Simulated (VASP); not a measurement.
These are r2SCAN meta-GGA, VASP's PBE PAW potentials (set 64) (plane waves; VASP) values and carry that method's errors.

The input files of a VASP run:

INCAR:
```
ALGO=Normal
EDIFF=1E-7
ENCUT=520
ISIF=2
ISMEAR=-5
LASPH=.True.
LCHARG=.False.
LMAXMIX=4
LMIXTAU=.True.
LORBIT=11
LREAL=.False.
LWAVE=.False.
METAGGA=R2SCAN
NEDOS=601
NELM=100
PREC=Accurate
SYSTEM=GaN
```

File POSCAR:
```
GaN
3.1896650
  0.4999999952  -0.8660253835   0.0000000000
  0.4999999952   0.8660253835   0.0000000000
  0.0000000000   0.0000000000   1.6277970660
Ga N
2 2
direct
  0.6666670000   0.3333330000   0.5001254378
  0.3333330000   0.6666670000   0.0001254378
  0.6666670000   0.3333330000   0.8768745622
  0.3333330000   0.6666670000   0.3768745622
```

File KPOINTS_OPT:
```
k-points along high-symmetry lines
6
Line-mode
Reciprocal
  0.000000   0.000000   0.000000 ! GAMMA
  0.000000   0.500000   0.000000 ! M

  0.000000   0.500000   0.000000 ! M
 -0.333333   0.666667   0.000000 ! K

 -0.333333   0.666667   0.000000 ! K
  0.000000   0.000000   0.000000 ! GAMMA

  0.000000   0.000000   0.000000 ! GAMMA
  0.000000   0.000000   0.500000 ! A

  0.000000   0.000000   0.500000 ! A
  0.000000   0.500000   0.500000 ! L

  0.000000   0.500000   0.500000 ! L
 -0.333333   0.666667   0.500000 ! H

 -0.333333   0.666667   0.500000 ! H
  0.000000   0.000000   0.500000 ! A

  0.000000   0.500000   0.500000 ! L
  0.000000   0.500000   0.000000 ! M

 -0.333333   0.666667   0.500000 ! H
 -0.333333   0.666667   0.000000 ! K
```

KPOINTS:
```
Automatic mesh
0
Gamma
11 11 6
0 0 0
```

POTCAR, in this order: Ga_d N (PBE.64 set). Program: vasp_std.

What does the run give for the energy per atom (σ→0), band gap (over mesh and band path)?

| Item | Result |
|---|---|
| energy per atom (σ→0) | -10.956 eV/atom |
| band gap (over mesh and band path) | 2.30 eV |

**OSZICAR**
```
...
DAV:  21    -0.438221749103E+02    0.84174E-05   -0.45605E-07  2974   0.657E-03    0.133E-02
DAV:  22    -0.438221902780E+02   -0.15368E-04   -0.16109E-06  3396   0.174E-02    0.454E-03
DAV:  23    -0.438221837097E+02    0.65683E-05   -0.10256E-06  4550   0.114E-02    0.509E-04
DAV:  24    -0.438221853730E+02   -0.16633E-05   -0.12016E-07  2158   0.344E-03    0.351E-04
DAV:  25    -0.438221852328E+02    0.14022E-06   -0.10411E-08  1426   0.109E-03    0.893E-05
DAV:  26    -0.438221851611E+02    0.71645E-07   -0.55649E-09  1426   0.865E-04
   1 F= -.43822185E+02 E0= -.43822185E+02  d E =0.000000E+00
       N       E                     dE             ncg
```

The compound is GaN in the wurtzite structure. It was relaxed first.
